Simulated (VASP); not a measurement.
**NbP: relaxation of cell and atoms with PBE**

NbP:

```
Nb P
1.0
    -1.67174    1.67174    5.70530
     1.67174   -1.67174    5.70530
     1.67174    1.67174   -5.70530
Nb P
2 2
Direct
  0.75005 0.75005 0.00000
  0.50005 0.00005 0.50000
  0.33258 0.33258 0.00000
  0.08258 0.58258 0.50000
```

The cell is a database's computed one.

```json
{"Program": "VASP 6.6.1", "Task": "relaxation of cell and atoms", "Functional": "PBE", "Potentials or basis": "VASP PAW PBE potentials, release 64 (Nb_sv, P)", "Cutoff": "350 eV", "k mesh": "18 × 18 × 18", "Occupations": "gaussian, width 0.1 eV", "Spin": "no spin polarisation", "Further INCAR settings": "ALGO = Normal; EDIFF = 1e-07; IBRION = 2; EDIFFG = -0.002; NSW = 80; ISIF = 3"}
```

```json
{"Pressure after relaxing": "0.0 GPa", "Band gap on the k mesh": "none (metal or under the smearing width)"}
```

Final structure:
```yaml
crystal:
  lattice:
    - [-1.67174, 1.67174, 5.70530]
    - [1.67174, -1.67174, 5.70530]
    - [1.67174, 1.67174, -5.70530]
  atoms:
    - { symbol: Nb, position: [0.75005, 0.75005, 0.00000] }
    - { symbol: Nb, position: [0.50005, 0.00005, 0.50000] }
    - { symbol: P, position: [0.33258, 0.33258, 0.00000] }
    - { symbol: P, position: [0.08258, 0.58258, 0.50000] }
```

Levels at points of the mesh, in eV from the Fermi level:
```
           k point  band 16  band 17  band 18  band 19  band 20  band 21
(0.00, 0.00, 0.00)    -1.71    -1.37    -1.37     0.82     1.60     2.70
(0.50, 0.00, 0.00)    -1.86    -1.52    -0.11     0.07     1.32     2.48
(0.50, 0.50, 0.00)    -2.85    -0.44    -0.44     2.99     2.99     3.09
(0.50, 0.50, 0.50)    -2.69    -0.54    -0.54     1.18     1.18     2.34
```

Wall time 94 s on 4 MPI ranks on Intel(R) Xeon(R) 6975P-C (Granite Rapids), with other jobs on the host, peak memory 0.48 GiB a rank.

Caveat: the cutoff is under 1.25 times the usual one of these potentials, so pressure, stress and relaxed cells hold a basis-set (Pulay) error; the relaxation stopped at its first step, so nothing moved.
